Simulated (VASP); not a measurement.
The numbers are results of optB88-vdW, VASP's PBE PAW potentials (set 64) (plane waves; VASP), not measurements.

Input for VASP

File POSCAR:
```
MgI2
1
    2.0648266241    -3.5763842023     0.0000000000
    2.0648266241     3.5763842023    -0.0000000000
   -0.0000000000    -0.0000000000     6.8937153843
Mg I
1 2
Direct
  1.0000000000   0.0000000000   0.0000000000
  0.3333330000   0.6666670000   0.2417661996
  0.6666670000   0.3333330000   0.7582338004
```

INCAR:
```
ENCUT = 520   ! plane-wave cut-off (eV)
LCHARG = .FALSE.
LASPH = .TRUE.   ! aspherical one-centre terms
LWAVE = .FALSE.
PARAM1 = 0.1833333333
EDIFF = 1E-6   ! SCF stop (eV)
SYSTEM = MgI2
PREC = Accurate
ISMEAR = 0   ! Gaussian
SIGMA = 0.05   ! width (eV)
EDIFFG = -0.02
ISIF = 3
LREAL = .FALSE.
LUSE_VDW = .TRUE.
PARAM2 = 0.22
GGA = BO
NSW = 60   ! most ionic steps
LMAXMIX = 4   ! l cut-off of mixed one-centre charges
NELM = 100   ! most electronic steps
AGGAC = 0.0
IBRION = 2   ! conjugate gradients
ALGO = Normal
```

File KPOINTS:
```
Automatic mesh
0
Gamma
6 6 3
0 0 0
```

POTCAR, in this order: Mg I (PBE.64 set). Program: vasp_std.

Output

OSZICAR:
```
       N       E                     dE             d eps       ncg     rms          rms(c)
DAV:   1     0.893538142928E+02    0.89354E+02   -0.61215E+03   408   0.106E+03
DAV:   2     0.445341700369E+01   -0.84900E+02   -0.79897E+02   588   0.162E+02
DAV:   3    -0.249413923662E+01   -0.69476E+01   -0.69174E+01   528   0.518E+01
DAV:   4    -0.263426247279E+01   -0.14012E+00   -0.14008E+00   576   0.912E+00
DAV:   5    -0.263701371649E+01   -0.27512E-02   -0.27512E-02   528   0.123E+00    0.376E+00
DAV:   6    -0.249601020867E+01    0.14100E+00   -0.21186E-01   468   0.254E+00    0.261E+00
DAV:   7    -0.248264298424E+01    0.13367E-01   -0.16141E-01   468   0.232E+00    0.837E-01
DAV:   8    -0.248289365209E+01   -0.25067E-03   -0.82322E-03   468   0.595E-01    0.261E-01
DAV:   9    -0.248328529519E+01   -0.39164E-03   -0.12920E-03   484   0.303E-01    0.813E-02
DAV:  10    -0.248328082811E+01    0.44671E-05   -0.17036E-05   532   0.362E-02    0.622E-02
DAV:  11    -0.248328697223E+01   -0.61441E-05   -0.97630E-06   476   0.288E-02    0.150E-02
DAV:  12    -0.248328767859E+01   -0.70636E-06   -0.48850E-06   480   0.180E-02
   1 F= -.24832877E+01 E0= -.24832877E+01  d E =-.248329E+01
       N       E                     dE             d eps       ncg     rms          rms(c)
DAV:   1    -0.253784455610E+01   -0.54558E-01   -0.85134E-01   460   0.484E+00    0.104E+00
DAV:   2    -0.250008717034E+01    0.37757E-01   -0.64996E-02   416   0.153E+00    0.479E-01
DAV:   3    -0.249137939765E+01    0.87078E-02   -0.29069E-02   432   0.843E-01    0.316E-01
DAV:   4    -0.249123905954E+01    0.14034E-03   -0.50480E-04   552   0.176E-01    0.303E-01
DAV:   5    -0.249100640974E+01    0.23265E-03   -0.44417E-04   444   0.124E-01    0.457E-02
DAV:   6    -0.249100488001E+01    0.15297E-05   -0.23605E-05   456   0.345E-02    0.148E-02
DAV:   7    -0.249100204474E+01    0.28353E-05   -0.45076E-06   476   0.143E-02    0.551E-03
DAV:   8    -0.249100189531E+01    0.14943E-06   -0.45198E-07   260   0.472E-03
   2 F= -.24910019E+01 E0= -.24910019E+01  d E =-.771422E-02
       N       E                     dE             d eps       ncg     rms          rms(c)
DAV:   1    -0.249133387438E+01   -0.33183E-03   -0.50599E-03   456   0.375E-01    0.832E-02
DAV:   2    -0.249110841653E+01    0.22546E-03   -0.37496E-04   416   0.116E-01    0.375E-02
DAV:   3    -0.249105860061E+01    0.49816E-04   -0.17382E-04   428   0.651E-02    0.231E-02
DAV:   4    -0.249105818241E+01    0.41820E-06   -0.31156E-06   460   0.139E-02
   3 F= -.24910582E+01 E0= -.24910582E+01  d E =-.777050E-02
       N       E                     dE             d eps       ncg     rms          rms(c)
DAV:   1    -0.249106906505E+01   -0.10464E-04   -0.25934E-04   452   0.863E-02    0.211E-02
DAV:   2    -0.249105718338E+01    0.11882E-04   -0.19255E-05   412   0.265E-02    0.101E-02
DAV:   3    -0.249105487559E+01    0.23078E-05   -0.95256E-06   424   0.152E-02    0.457E-03
DAV:   4    -0.249105493446E+01   -0.58869E-07   -0.15352E-07   208   0.338E-03
   4 F= -.24910549E+01 E0= -.24910549E+01  d E =-.776726E-02
       N       E                     dE             d eps       ncg     rms          rms(c)
DAV:   1    -0.249152927220E+01   -0.47440E-03   -0.12091E-02   424   0.593E-01    0.641E-02
DAV:   2    -0.249138665851E+01    0.14261E-03   -0.25701E-04   480   0.124E-01    0.334E-02
DAV:   3    -0.249130702292E+01    0.79636E-04   -0.13671E-04   484   0.711E-02    0.121E-02
DAV:   4    -0.249130582098E+01    0.12019E-05   -0.18963E-05   504   0.266E-02    0.506E-03
DAV:   5    -0.249130592030E+01   -0.99313E-07   -0.52086E-07   252   0.579E-03
   5 F= -.24913059E+01 E0= -.24913059E+01  d E =-.250986E-03
       N       E                     dE             d eps       ncg     rms          rms(c)
DAV:   1    -0.249263421001E+01   -0.13284E-02   -0.60960E-02   424   0.133E+00    0.144E-01
DAV:   2    -0.249191915756E+01    0.71505E-03   -0.12994E-03   484   0.278E-01    0.748E-02
DAV:   3    -0.249152012439E+01    0.39903E-03   -0.68977E-04   484   0.160E-01    0.272E-02
DAV:   4    -0.249151443689E+01    0.56875E-05   -0.95154E-05   504   0.598E-02    0.115E-02
DAV:   5    -0.249151503577E+01   -0.59888E-06   -0.29065E-06   428   0.129E-02
   6 F= -.24915150E+01 E0= -.24915150E+01  d E =-.460101E-03
       N       E                     dE             d eps       ncg     rms          rms(c)
DAV:   1    -0.249158196896E+01   -0.67532E-04   -0.61067E-03   408   0.455E-01    0.269E-02
DAV:   2    -0.249159482282E+01   -0.12854E-04   -0.23854E-04   472   0.107E-01    0.130E-02
DAV:   3    -0.249159129557E+01    0.35273E-05   -0.41227E-06   464   0.171E-02    0.889E-03
DAV:   4    -0.249158894971E+01    0.23459E-05   -0.56001E-06   472   0.153E-02    0.342E-03
DAV:   5    -0.249158896041E+01   -0.10696E-07   -0.68502E-07   220   0.560E-03
   7 F= -.24915890E+01 E0= -.24915890E+01  d E =-.739246E-04
```

File OUTCAR:
```
------------------------ aborting loop because EDIFF is reached ----------------------------------------
  FORCE on cell =-STRESS in cart. coord.  units (eV):
  Direction    XX          YY          ZZ          XY          YZ          ZX
  --------------------------------------------------------------------------------------
  Total       -0.0158003     -0.0158003     -0.0117366      0.0000000      0.0000000      0.0000000
  in kB       -0.2429628     -0.2429627     -0.1804754      0.0000000      0.0000000      0.0000000
  external PRESSURE =      -0.2221336 kB  Pullay stress =       0.0000000 kB
  volume of cell :      104.19
      direct lattice vectors                 reciprocal lattice vectors
     2.089226667 -3.618646302 -0.000000000     0.239323003 -0.138173217 -0.000000000
     2.089226667  3.618646302  0.000000000     0.239323003  0.138173217  0.000000000
    -0.000000000 -0.000000000  6.890866234    -0.000000000 -0.000000000  0.145119636
 POSITION                                       TOTAL-FORCE (eV/Angst)
 -----------------------------------------------------------------------------------
     -0.00000     -0.00000      6.89087         0.000000     -0.000000     -0.000000
      2.08923      1.20622      1.67467        -0.000000      0.000000      0.017197
      2.08923     -1.20622      5.21619        -0.000000     -0.000000     -0.017197
 -----------------------------------------------------------------------------------
    total drift:                               -0.000000     -0.000000      0.000000
  FREE ENERGIE OF THE ION-ELECTRON SYSTEM (eV)
  ---------------------------------------------------
  free  energy   TOTEN  =        -2.4915889604 eV

  energy  without entropy=       -2.4915889604  energy(sigma->0) =       -2.49158896

 reached required accuracy - stopping structural energy minimisation
```
(Selected blocks of OUTCAR.)

File CONTCAR:
```
MgI2
   1.00000000000000
     2.0892266670837882   -3.6186463015221495   -0.0000000000000000
     2.0892266670837882    3.6186463015221495    0.0000000000000000
    -0.0000000000000000   -0.0000000000000000    6.8908662340303426
  Mg              I
     1     2
Direct
     0.0000000000000000    0.0000000000000000    1.0000000000000000
     0.3333330000000032    0.6666669999999968    0.2430280024880037
     0.6666669999999968    0.3333330000000032    0.7569719975119963
```

Energy and stress use the plane-wave basis of the starting cell.

The compound is MgI2 in the 1T layered structure. This run relaxes it. Symmetry was kept, so distortions that lower it aren't found. The start is the result of an earlier pass.
